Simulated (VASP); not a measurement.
Runs of VASP 6.6.1 on Al2Au. The structure is cubic, space group Fm-3m (No. 225). The conventional cell has a = 6.000 Å, b = 6.000 Å, c = 6.000 Å, α = 90.00°, β = 90.00°, γ = 90.00°. Around Al (site symmetry -43m) lie 4 Au at 2.60 Å. Au (site symmetry m-3m) has 8 Al at 2.60 Å as nearest neighbours. 

```csv
task,level,potentials or basis,spin,cell,cutoff (eV),k mesh for the DOS,occupations for the DOS,pressure (GPa)
band structure,PBE,"VASP PAW PBE potentials, release 64 (Al, Au)",off,as given,520,-,-,(a)
band structure,PBE,"VASP PAW PBE potentials, release 64 (Al, Au)","SOC, no magnetisation",as given,520,-,-,2.5
band structure,r2SCAN,"VASP PAW PBE potentials, release 64 (Al, Au)",off,as given,520,-,-,0.3
band structure,LDA,"VASP PAW LDA potentials, release 64 (Al, Au)",off,as given,520,-,-,-2.3
relaxation of cell and atoms,PBEsol,"VASP PAW PBE potentials, release 64 (Al, Au)",off,relaxed,600,-,-,0.0
```

Alike in all rows: k mesh 12 × 12 × 12; smearing methfessel-paxton 0.1 eV.

**Question.** Estimate the missing entries.

**Answer.** (a) 3.2.

Caveats: the PAW data sets were made with another functional, which shifts forces and pressure a little (some runs).

Not every run made on this cell is shown here.
